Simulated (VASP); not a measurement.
Given:

```
Tl
1.0
    1.69233    -2.93121     0.00000
    1.69233     2.93121     0.00000
    0.00000     0.00000     5.49535
Tl
2
Direct
  0.33333   0.66667   0.25000
  0.66667   0.33333   0.75000
```

Level of theory: LDA (Ceperley-Alder, Perdew-Zunger), VASP's LDA PAW potentials (set 64) (plane waves; VASP). Run with 520 eV cut-off, Gaussian smearing of 0.050 eV, potentials Tl_d.

Unless said otherwise, spin-orbit coupling is left out, though it shifts the bands of the heavy elements here.

Problem. Estimate the band gap (along the path) with the smallest direct gap where there is one.

Solution. 
band gap (along the path): none (metal, semimetal or under 0.01 eV)

Only differences to runs with the same potentials and settings are physical.

The compound is Tl in the hcp structure. It was relaxed first.
